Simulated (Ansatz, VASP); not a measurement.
This is a calculation of GaGe3 for VASP 6.6.1.

Contents of INCAR:

```
PREC     = Accurate       # precision mode
ENCUT    = 520            # plane-wave cutoff, eV
EDIFF    = 1E-7           # SCF threshold, eV
ISMEAR   = -1             # smearing method
SIGMA    = 0.05           # smearing width, eV
LREAL    = False          # projectors in reciprocal space
LASPH    = True           # aspherical terms in the spheres
NELM     = 100            # most SCF steps
ALGO     = Normal         # electronic algorithm
ISIF     = 2              # what is computed and relaxed
LWAVE    = False          # write WAVECAR
LCHARG   = False          # write CHGCAR
GGA      = PS             # functional
NBANDS   = 36             # bands
```

File KPOINTS:

```
Automatic mesh
0
Gamma
  6 6 6
```

File POSCAR:

```
GaGe3
1.0
    4.1911258602      0.0000000000      0.0000000000
    0.0000000000      4.1911258602      0.0000000000
    0.0000000000      0.0000000000      4.1911258602
Ge Ga
3 1
Direct
    0.5000000000      0.5000000000      0.0000000000
    0.5000000000      0.0000000000      0.5000000000
    0.0000000000      0.5000000000      0.5000000000
    0.0000000000      0.0000000000      0.0000000000
```

Potentials or basis: VASP PAW PBE potentials, release 64 (Ge_d, Ga_d).

The run is started by

```console
$ cat potpaw_PBE.64/Ge_d/POTCAR potpaw_PBE.64/Ga_d/POTCAR > POTCAR
$ mpirun -np 1 vasp_std > vasp.out
```

Q: Set up the same calculation for Ansatz 0.2.0. Potentials there: Ansatz PAW.

A: As run (the cutoff follows the program's own potentials):

Contents of input.yaml:

```yaml
crystal:
  lattice:
    - [4.1911258602, 0.0, 0.0]
    - [0.0, 4.1911258602, 0.0]
    - [0.0, 0.0, 4.1911258602]
  atoms:
    - { symbol: Ge, position: [0.5, 0.5, 0.0] }
    - { symbol: Ge, position: [0.5, 0.0, 0.5] }
    - { symbol: Ge, position: [0.0, 0.5, 0.5] }
    - { symbol: Ga, position: [0.0, 0.0, 0.0] }
hamiltonian:
  xc: pbesol
  pseudopotentials: { kind: paw }
kpoints:
  mp_grid: { grid: [6, 6, 6] }
scf:
  occupations: { method: fermi_dirac, width: 0.05 }
output:
  forces: true
  stress: true
  eigenvalues: true
```

Potentials or basis: Ansatz PAW.

Command:

```sh
$ ansatz run input.yaml --threads 1 --pin off --max-ram 3584MiB --backend cpu --events-out ev --progress --plain --runs-dir out
```

Both were run:

|  | VASP | Ansatz | Ansatz less VASP |
| --- | --- | --- | --- |
| gap on the k mesh at the Fermi level (eV) | none | none | - |
| pressure (GPa) | 0.3 | 0.2 | -0.05 |

A gap of «none» marks a metal or a gap that the smearing closes.

Caveats: the PAW data sets were made with another functional, which shifts forces and pressure a little (VASP); the PAW data sets come from PBE, with cores solved anew for the run's functional, which leaves a small shift of forces and pressure (Ansatz).
